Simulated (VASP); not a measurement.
A cell of MgI2 (1T layered) near equilibrium:

```yaml
crystal:
  lattice:
    - [2.08978, -3.61961, 0.00000]
    - [2.08978, 3.61961, 0.00000]
    - [0.00000, 0.00000, 7.15454]
  atoms:
    - { symbol: Mg, position: [0.00000, 0.00000, 0.00000] }
    - { symbol: I, position: [0.33333, 0.66667, 0.23284] }
    - { symbol: I, position: [0.66667, 0.33333, 0.76716] }
```

Computed with r2SCAN meta-GGA, VASP's PBE PAW potentials (set 64) (plane waves; VASP 6.6.1).

Unless said otherwise, spin-orbit coupling is left out, though it shifts the bands of the heavy elements here.

| run | ΔE (meV/atom) | σxx | σyy | σzz | largest shear component, with its sign (GPa) | largest force (eV/Å) | gap (eV) |
|---|---|---|---|---|---|---|---|
| as it is | 0.0 | 0.03 | 0.03 | -0.01 | 0.00 | 0.009 | 4.21 |
| after one change | 1.4 | 0.05 | 0.03 | 0.01 | -0.31 | 0.114 | 4.14 |
Stress is in GPa, positive when the cell is compressed; gaps are those on the k-mesh, and 0.00 means metallic.

**Question.** Which change was made?
A. biaxial strain of +1.5 % in the xy plane
B. isotropic strain of -3.0 %
C. atom 3 (I) moved by -0.075 Å along x

**Answer.** C, atom 3 (I) moved by -0.075 Å along x

The compound is MgI2 in the 1T layered structure.
